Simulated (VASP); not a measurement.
Method: PBE GGA with D3 dispersion (Becke-Johnson damping), VASP's PBE PAW potentials (set 64) (plane waves; VASP).

Input for VASP

KPOINTS:
```
Automatic mesh
0
Gamma
6 6 5
0 0 0
```

**POSCAR**
```
Se
1
    2.0376244424    -3.5292690494     0.0000000000
    2.0376244424     3.5292690494     0.0000000000
    0.0000000000     0.0000000000     5.1355232305
Se
3
Direct
  0.0000000000   0.2464482788   0.6666670000
  0.7535517212   0.7535517212   0.0000000000
  0.2464482788   0.0000000000   0.3333330000
```

INCAR:
```
SYSTEM  =  Se
PREC  =  Accurate; ENCUT  =  520; LREAL  =  F
LASPH  =  T
EDIFF  =  1E-7; NELM  =  100; ALGO  =  Normal
LMAXMIX  =  4
ISMEAR  =  0; SIGMA  =  0.05
GGA  =  PE; IVDW  =  12
IBRION  =  2; NSW  =  30; ISIF  =  4
EDIFFG  =  -0.01
LWAVE  =  F; LCHARG  =  F
```

POTCAR, in this order: Se (PBE.64 set). Program: vasp_std.

Q: Predict the energy per atom (σ→0), dispersion energy.

A: 
```yaml
energy per atom (σ→0): -3.830 eV/atom
dispersion_energy: -1.063 eV
```

**OSZICAR**
```
...
   2 F= -.11489967E+02 E0= -.11489967E+02  d E =-.578141E-04
       N       E                     dE             d eps       ncg     rms          rms(c)
DAV:   1    -0.104272106575E+02   -0.16821E-04   -0.39223E-03   702   0.404E-01    0.308E-02
DAV:   2    -0.104272204320E+02   -0.97745E-05   -0.22265E-04   857   0.974E-02    0.117E-02
DAV:   3    -0.104272180193E+02    0.24127E-05   -0.34050E-06   757   0.136E-02    0.590E-03
DAV:   4    -0.104272171192E+02    0.90009E-06   -0.14008E-06   842   0.821E-03    0.120E-03
DAV:   5    -0.104272170714E+02    0.47782E-07   -0.85417E-08   376   0.209E-03
   3 F= -.11489993E+02 E0= -.11489993E+02  d E =-.832328E-04
```

The compound is Se in the trig structure. This run relaxes it. Symmetry was kept, so distortions that lower it aren't found.
